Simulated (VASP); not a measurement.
An input for Ansatz (written as the equivalent of a VASP run, and not itself run):

Ansatz 0.2 input:
```yaml
crystal:
  lattice:
    - [0.0000000, 2.1897325, 2.1897325]
    - [2.1897325, 0.0000000, 2.1897325]
    - [2.1897325, 2.1897325, 0.0000000]
  atoms:
    - { symbol: Ta, position: [0.0000000, 0.0000000, 0.0000000] }
    - { symbol: N, position: [0.5000000, 0.5000000, 0.5000000] }
kpoints:
  mp_grid: { grid: [16, 16, 16] }
hamiltonian:
  xc: pbesol
  pseudopotentials: { kind: paw }
scf:
  occupations: { method: tetrahedron }
  max_iter: 100
output: { forces: true, stress: true, eigenvalues: true }
```

Q: Write the VASP files for the same calculation (PBEsol).

A: This is not unique; one that fits is 
### INCAR
```
! general
SYSTEM =TaN
PREC   =Accurate
ENCUT  =520
LREAL  =.False.
LASPH  =.True.

! electronic loop
EDIFF  =1E-7
NELM   =100
ALGO   =Normal
LMAXMIX=6

! smearing
ISMEAR =-5

! functional
GGA    =PS

! ions
ISIF   =2

! output
LWAVE  =.False.
LCHARG =.True.
LORBIT =11
NEDOS  =601
```

**POSCAR**
```
TaN
3.0967490
  0.0000000000   0.7071068822   0.7071068822
  0.7071068822   0.0000000000   0.7071068822
  0.7071068822   0.7071068822   0.0000000000
Ta N
1 1
Cartesian
  0.0000000000   0.0000000000   0.0000000000
  0.7071068822   0.7071068822   0.7071068822
```

File KPOINTS:
```
Automatic mesh
0
Gamma
16 16 16
0 0 0
```

POTCAR, in this order: Ta_pv N (PBE.64 set). Program: vasp_std.

The two are equivalent in intent, not identical: each code has its own PAW files, so the cut-off isn't converted (ENCUT is set for VASP's; basis.ecutwfc is left out, and Ansatz then takes the one that its files recommend); Ansatz stops its SCF on the density residual and VASP on the energy change (EDIFF).

The structure was generated: TaN was put into the rock salt type (Fm-3m), which need not be its known phase. It was relaxed first, which changed the volume by -40 %.
